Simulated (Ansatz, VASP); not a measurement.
# Cross-check of BN (Qingsongite) between VASP and Ansatz, part 2 of 2

One calculation is typed for both programs; each brings its own data sets. How far apart do they land? The cell is taken from a series of runs on this material, whose earlier steps may have relaxed, scaled, displaced or heated it; both programs get it as it stands.

VASP 6.6.1 and Ansatz 0.2.0.

So far: The structure; Ansatz: dielectric response, PBE.

**3. VASP: dielectric response, PBE**

Level of this step: PBE; plane waves and PAW (B, N) (VASP).

The same cell, functional and mesh now go to VASP, with its own data sets.

Lines of VASP's logs that name or quote its potential files are left out, and so is its time.

INCAR reads:

```
SYSTEM = BN
PREC = Accurate
ENCUT = 520
EDIFF = 1E-08
NELM = 120
ISMEAR = 0
SIGMA = 0.01
LREAL = .FALSE.
ALGO = Normal
GGA = PE
NBANDS = 10
LORBIT = 11
LWAVE = .FALSE.
LCHARG = .FALSE.
ISIF = 2
LEPSILON = .TRUE.
LASPH = .TRUE.
GGA_COMPAT = .FALSE.
```

POSCAR reads:

```
BN
1.0
    0.0000000000      1.8075000000      1.8075000000
    1.8075000000      0.0000000000      1.8075000000
    1.8075000000      1.8075000000      0.0000000000
B N
1 1
Direct
    0.0000000000      0.0000000000      0.0000000000
    0.2500000000      0.2500000000      0.2500000000
```

KPOINTS reads:

```
Automatic mesh
0
Gamma
10 10 10
0 0 0
```

The projector-augmented-wave data sets are B and N (PBE family, release 64).

Command:

```console
$ mpirun -np 1 vasp_std
```

Numbers of over 12 decimals in the logs are rounded to 6 here.

Output:

```text
[banner, memory and clock lines left out]
running    1 mpi-ranks, on    1 nodes
 distrk:  each k-point on    1 cores,    1 groups
 distr:  one band on    1 cores,    1 groups

 POSCAR found type information on POSCAR B N
 POSCAR found :  2 types and       2 ions
 LDA part: xc-table for (Slater+PW92), standard interpolation
 POSCAR, INCAR and KPOINTS ok, starting setup
 FFT: planning ... GRIDC
 FFT: planning ... GRID_SOFT
 FFT: planning ... GRID
 WAVECAR not read
 entering main loop
       N       E                     dE             d eps       ncg     rms          rms(c)
DAV:   1     0.121406862555E+02    0.12141E+02   -0.52349E+03   956   0.810E+02
DAV:   2    -0.178394386856E+02   -0.29980E+02   -0.29189E+02  1172   0.172E+02
DAV:   3    -0.184140697852E+02   -0.57463E+00   -0.57351E+00  1108   0.213E+01
DAV:   4    -0.184148920718E+02   -0.82229E-03   -0.82226E-03  1024   0.863E-01
DAV:   5    -0.184148928898E+02   -0.81796E-06   -0.81794E-06  1064   0.277E-02    0.670E+00
DAV:   6    -0.175360732302E+02    0.87882E+00   -0.30304E+00   994   0.109E+01    0.327E+00
DAV:   7    -0.174638586552E+02    0.72215E-01   -0.10396E-01  1028   0.283E+00    0.192E+00
DAV:   8    -0.174495031848E+02    0.14355E-01   -0.37564E-02  1044   0.150E+00    0.193E-01
DAV:   9    -0.174496869440E+02   -0.18376E-03   -0.94525E-04   998   0.273E-01    0.813E-02
DAV:  10    -0.174497683668E+02   -0.81423E-04   -0.12093E-04  1010   0.100E-01    0.147E-02
DAV:  11    -0.174497736021E+02   -0.52353E-05   -0.10458E-05  1080   0.275E-02    0.106E-02
DAV:  12    -0.174497735593E+02    0.42809E-07   -0.19745E-06  1038   0.101E-02    0.638E-04
DAV:  13    -0.174497735578E+02    0.14804E-08   -0.27855E-08  1036   0.172E-03
   1 F= -.17449774E+02 E0= -.17449774E+02  d E =-.122769E-43
 Linear response reoptimize wavefunctions to high precision
DAV:   1    -0.174497735781E+02   -0.20372E-07   -0.39144E-09  1014   0.543E-04
DAV:   2    -0.174497735782E+02   -0.22396E-10   -0.22152E-11   546   0.578E-05
 Linear response G [H, r] |phi>, progress :
  Direction:   1
       N       E                     dE             d eps       ncg     rms
RMM:   1    -0.373994493369E+02   -0.37399E+02   -0.27204E+01  2185   0.523E+01
RMM:   2    -0.321300515311E+02    0.52694E+01   -0.10908E+00  1511   0.102E+01
RMM:   3    -0.321376529580E+02   -0.76014E-02   -0.14244E-03  1585   0.446E-01
RMM:   4    -0.321378204452E+02   -0.16749E-03    0.88253E-05  1656   0.317E-02
RMM:   5    -0.321378300628E+02   -0.96176E-05    0.73808E-06  1640   0.256E-03
RMM:   6    -0.321378309296E+02   -0.86682E-06   -0.11404E-06  1445   0.538E-04
RMM:   7    -0.321378309385E+02   -0.88404E-08   -0.12639E-06  1212   0.378E-04
RMM:   8    -0.321378309148E+02    0.23647E-07   -0.99310E-07  1205   0.372E-04
RMM:   9    -0.321378309104E+02    0.44248E-08   -0.10236E-06  1123   0.372E-04
RMM:  10    -0.321378309079E+02    0.24400E-08   -0.16949E-06   994   0.372E-04
 Linear response G [H, r] |phi>, progress :
  Direction:   2
       N       E                     dE             d eps       ncg     rms
RMM:   1    -0.351284773404E+02   -0.35128E+02   -0.23438E+01  2190   0.498E+01
RMM:   2    -0.326934132870E+02    0.24351E+01   -0.71959E-01  1504   0.884E+00
RMM:   3    -0.327004626442E+02   -0.70494E-02   -0.52356E-04  1597   0.374E-01
RMM:   4    -0.327006212430E+02   -0.15860E-03    0.86697E-05  1677   0.275E-02
RMM:   5    -0.327006302745E+02   -0.90314E-05    0.83609E-06  1655   0.244E-03
RMM:   6    -0.327006311283E+02   -0.85382E-06   -0.46851E-08  1444   0.559E-04
RMM:   7    -0.327006311106E+02    0.17669E-07    0.99897E-08  1240   0.412E-04
RMM:   8    -0.327006310866E+02    0.24058E-07    0.35271E-07  1219   0.404E-04
RMM:   9    -0.327006310833E+02    0.32859E-08    0.78744E-07  1181   0.404E-04
RMM:  10    -0.327006310824E+02    0.92759E-09    0.57176E-06  1031   0.404E-04
 Linear response G [H, r] |phi>, progress :
  Direction:   3
       N       E                     dE             d eps       ncg     rms
RMM:   1    -0.252423305233E+02   -0.25242E+02    0.76353E+01  2021   0.525E+01
RMM:   2    -0.237787991632E+02    0.14635E+01   -0.11374E+00  1496   0.972E+00
RMM:   3    -0.237821801766E+02   -0.33810E-02   -0.45334E-03  1576   0.474E-01
RMM:   4    -0.237821803492E+02   -0.17255E-06   -0.26224E-05  1672   0.369E-02
RMM:   5    -0.237821802201E+02    0.12908E-06   -0.32223E-07  1592   0.320E-03
RMM:   6    -0.237821802409E+02   -0.20809E-07   -0.26193E-07  1421   0.601E-04
RMM:   7    -0.237821802420E+02   -0.10680E-08   -0.29478E-07  1177   0.383E-04
RMM:   8    -0.237821802468E+02   -0.48283E-08   -0.24759E-07  1094   0.370E-04
RMM:   9    -0.237821802471E+02   -0.33283E-09   -0.15584E-07  1041   0.370E-04
RMM:  10    -0.237821802491E+02   -0.19463E-08    0.26429E-07   896   0.370E-04
 Linear response to external field (no local field effect), progress :
  Direction:   1
       N       E                     dE             d eps       ncg     rms          rms(c)
RMM:   1    -0.142229735674E+00   -0.14223E+00   -0.44483E-01  2086   0.208E+00
RMM:   2    -0.142924080992E+00   -0.69435E-03   -0.43812E-04  1509   0.195E-01
RMM:   3    -0.142925520472E+00   -0.14395E-05   -0.81422E-07  1545   0.732E-03
RMM:   4    -0.142925524451E+00   -0.39794E-08   -0.24344E-09  1467   0.400E-04
 change of polarisation eV/A/(eV/A) component  1 :     0.286     0.121     0.032
 dielectric tensor                  component  1 :     5.380     1.854     0.489
 Linear response to external field (no local field effect), progress :
  Direction:   2
       N       E                     dE             d eps       ncg     rms          rms(c)
RMM:   1    -0.142185915431E+00   -0.14219E+00   -0.44067E-01  2096   0.205E+00
RMM:   2    -0.142768229845E+00   -0.58231E-03   -0.40912E-04  1516   0.186E-01
RMM:   3    -0.142769517385E+00   -0.12875E-05   -0.72386E-07  1541   0.675E-03
RMM:   4    -0.142769520693E+00   -0.33078E-08   -0.21943E-09  1452   0.365E-04
 change of polarisation eV/A/(eV/A) component  2 :     0.121     0.286    -0.041
 dielectric tensor                  component  2 :     1.854     5.375    -0.622
 Linear response to external field (no local field effect), progress :
  Direction:   3
       N       E                     dE             d eps       ncg     rms          rms(c)
RMM:   1    -0.761255034302E-01   -0.76126E-01   -0.20993E-01  2063   0.167E+00
RMM:   2    -0.766299814430E-01   -0.50448E-03   -0.30820E-04  1510   0.167E-01
RMM:   3    -0.766312403754E-01   -0.12589E-05   -0.62179E-07  1517   0.643E-03
RMM:   4    -0.766312423905E-01   -0.20152E-08   -0.38050E-09  1459   0.368E-04
 change of polarisation eV/A/(eV/A) component  3 :     0.032    -0.041     0.153
 dielectric tensor                  component  3 :     0.488    -0.622     3.348
 Linear response to external field, progress :
  Direction:   1
       N       E                     dE             d eps       ncg     rms          rms(c)
RMM:   1    -0.120179102749E+00   -0.12018E+00   -0.36513E-01  7584   0.193E+00
RMM:   2    -0.120774082749E+00   -0.59498E-03   -0.38598E-04  5514   0.182E-01    0.591E-01
RMM:   3    -0.120014498673E+00    0.75958E-03   -0.90570E-04  5558   0.232E-01    0.356E-01
RMM:   4    -0.126386120153E+00   -0.63716E-02   -0.13248E-03  5571   0.289E-01    0.454E-02
RMM:   5    -0.127290851149E+00   -0.90473E-03   -0.23036E-05  5654   0.409E-02    0.450E-03
RMM:   6    -0.127322368401E+00   -0.31517E-04   -0.14675E-07  5757   0.371E-03    0.247E-03
RMM:   7    -0.127349253847E+00   -0.26885E-04   -0.12139E-07  5668   0.349E-03    0.152E-04
RMM:   8    -0.127349629122E+00   -0.37528E-06   -0.61587E-11  5031   0.110E-04    0.474E-05
RMM:   9    -0.127349670995E+00   -0.41873E-07    0.14174E-10  4717   0.102E-04    0.418E-06
 change of polarisation eV/A/(eV/A) component  1 :     0.235     0.045     0.029
 dielectric tensor                  component  1 :     4.608     0.686     0.444
 Linear response to external field, progress :
  Direction:   2
       N       E                     dE             d eps       ncg     rms          rms(c)
RMM:   1    -0.120179230304E+00   -0.12018E+00   -0.36513E-01  7584   0.193E+00
RMM:   2    -0.120774123777E+00   -0.59489E-03   -0.38146E-04  5517   0.182E-01    0.591E-01
RMM:   3    -0.120014538770E+00    0.75959E-03   -0.90535E-04  5559   0.232E-01    0.356E-01
RMM:   4    -0.126386025224E+00   -0.63715E-02   -0.13243E-03  5570   0.289E-01    0.454E-02
RMM:   5    -0.127290771121E+00   -0.90475E-03   -0.23034E-05  5655   0.409E-02    0.450E-03
RMM:   6    -0.127322297603E+00   -0.31526E-04   -0.14893E-07  5758   0.371E-03    0.247E-03
RMM:   7    -0.127349188817E+00   -0.26891E-04   -0.12309E-07  5673   0.349E-03    0.152E-04
RMM:   8    -0.127349565401E+00   -0.37658E-06   -0.43266E-10  5034   0.110E-04    0.475E-05
RMM:   9    -0.127349606761E+00   -0.41360E-07   -0.18189E-10  4715   0.103E-04    0.430E-06
 change of polarisation eV/A/(eV/A) component  2 :     0.037     0.235     0.026
 dielectric tensor                  component  2 :     0.568     4.608     0.402
 Linear response to external field, progress :
  Direction:   3
       N       E                     dE             d eps       ncg     rms          rms(c)
RMM:   1    -0.120179284125E+00   -0.12018E+00   -0.36513E-01  7587   0.193E+00
RMM:   2    -0.120774080302E+00   -0.59480E-03   -0.38710E-04  5514   0.182E-01    0.591E-01
RMM:   3    -0.120014485417E+00    0.75959E-03   -0.90583E-04  5558   0.232E-01    0.356E-01
RMM:   4    -0.126386032021E+00   -0.63715E-02   -0.13250E-03  5571   0.289E-01    0.454E-02
RMM:   5    -0.127290747637E+00   -0.90472E-03   -0.23041E-05  5652   0.409E-02    0.450E-03
RMM:   6    -0.127322277907E+00   -0.31530E-04   -0.14800E-07  5757   0.371E-03    0.247E-03
RMM:   7    -0.127349166796E+00   -0.26889E-04   -0.12215E-07  5670   0.349E-03    0.152E-04
RMM:   8    -0.127349541561E+00   -0.37477E-06   -0.11008E-10  5030   0.110E-04    0.476E-05
RMM:   9    -0.127349584398E+00   -0.42837E-07    0.11935E-10  4712   0.102E-04    0.436E-06
 change of polarisation eV/A/(eV/A) component  3 :     0.030     0.044     0.235
 dielectric tensor                  component  3 :     0.460     0.671     4.608
 Born effective charges drift removed
```

OUTCAR, selected parts (step 3):

```text
ion  position               nearest neighbor table
   1  0.000  0.000  0.000-   2 1.57   2 1.57   2 1.57   2 1.57
   2  0.250  0.250  0.250-   1 1.57   1 1.57   1 1.57   1 1.57

  LATTYP: Found a face centered cubic cell.
 ALAT       =     3.6150000000

 Subroutine GETGRP returns: Found 24 space group operations
 (whereof 24 operations were pure point group operations)

The static configuration has the point symmetry T_d .

 Found     47 irreducible k-points:

   k-points           NKPTS =     47   k-points in BZ     NKDIM =     47   number of bands    NBANDS=     10

   dimension x,y,z NGX =    20 NGY =   20 NGZ =   20
   dimension x,y,z NGXF=    40 NGYF=   40 NGZF=   40

   ENCUT  =  520.0 eV  38.22 Ry    6.18 a.u.   4.75  4.75  4.75*2*pi/ulx,y,z

   NELECT =       8.0000    total number of electrons

 k-points in reciprocal lattice and weights: Automatic mesh
   0.00000000  0.00000000  0.00000000       0.001
   0.10000000  0.00000000  0.00000000       0.008
   0.20000000  0.00000000  0.00000000       0.008
   0.30000000  0.00000000  0.00000000       0.008
   0.40000000  0.00000000  0.00000000       0.008
   0.50000000  0.00000000  0.00000000       0.004
   0.10000000  0.10000000  0.00000000       0.006
   0.20000000  0.10000000  0.00000000       0.024
   0.30000000  0.10000000  0.00000000       0.024
[...]
-0.30000000  0.40000000  0.20000000       0.024
  -0.30000000  0.50000000  0.20000000       0.012

 average (electrostatic) potential at core
       1 -24.4738       2 -60.3942

  Total        0.2425484      0.2425484      0.2425484     -0.0000000      0.0000000      0.0000000
  in kB       32.9036518     32.9036518     32.9036518     -0.0000000      0.0000000      0.0000000
  external PRESSURE =      32.9036518 kB  Pullay stress =       0.0000000 kB

  energy-cutoff  :      520.00
  volume of cell :       11.81
      direct lattice vectors                 reciprocal lattice vectors
     0.000000000  1.807500000  1.807500000    -0.276625173  0.276625173  0.276625173
     1.807500000  0.000000000  1.807500000     0.276625173 -0.276625173  0.276625173
     1.807500000  1.807500000  0.000000000     0.276625173  0.276625173 -0.276625173

 POSITION                                       TOTAL-FORCE (eV/Angst)
 -----------------------------------------------------------------------------------
      0.00000      0.00000      0.00000        -0.000000     -0.000000     -0.000000
      0.90375      0.90375      0.90375         0.000000      0.000000      0.000000
 -----------------------------------------------------------------------------------
    total drift:                                0.000000      0.000000      0.000000

 MACROSCOPIC STATIC DIELECTRIC TENSOR (including local field effects in DFT)
 ------------------------------------------------------
           4.607687     0.000000     0.000000
           0.000000     4.607687     0.000000
          -0.000000    -0.000000     4.607687
 ------------------------------------------------------

 PIEZOELECTRIC TENSOR (including local field effects)  for field in x, y, z        (C/m^2)
          XX          YY          ZZ          XY          YZ          ZX
  --------------------------------------------------------------------------------
  x    -0.00000    -0.00000    -0.00000     0.00000    -1.03844     0.00000
  y    -0.00000    -0.00000     0.00000    -0.00000     0.00000    -1.03844
  z     0.00000     0.00000     0.00000    -1.03844    -0.00000     0.00000

 BORN EFFECTIVE CHARGES (including local field effects) (in |e|, cummulative output)
 ---------------------------------------------------------------------------------
 ion    1
    1     1.90743     0.00000     0.00000
    2    -0.00000     1.90743    -0.00000
    3    -0.00000    -0.00000     1.90743
 ion    2
    1    -1.90743     0.00000     0.00000
    2     0.00000    -1.90743     0.00000
    3     0.00000     0.00000    -1.90743
```

**4. Differences**

Known differences besides the potentials themselves: fixed occupations in Ansatz, narrow Gaussian smearing in VASP; VASP's response is taken on the typed mesh, Ansatz refines its own for the field response alone; the cutoff is 420 eV in Ansatz and 520 eV in VASP. Total energies have different zeros and are not compared.

The two programs side by side:

```csv
quantity,Ansatz,VASP,difference
ε∞ xx,4.61,4.61,-0.03 %
ε∞ yy,4.61,4.61,-0.03 %
ε∞ zz,4.61,4.61,-0.03 %
```

**5. What came out**

- difference in ε∞ xx (dielectric response, PBE): -0.032 %

In words: The difference in ε∞ xx is -0.032 % (dielectric response, PBE), within the 5 % picked in this series as the mark of a large difference. Such differences can come from data sets, numerical settings and the points named under the comparisons, not from the functional's error against experiment.

[Lines on the potential files, build, host, timing and source positions are cut from VASP's logs without a mark.]

[Logs are printed without paths, hosts, clocks, repeated set-up lines and the standing remarks that a program may print on its own settings, such as how far it seeks lower states.]

[Hosts, paths, dates, database ids (printed as entryN), source tags and the programs' standing remarks are cut or masked in the printed files.]
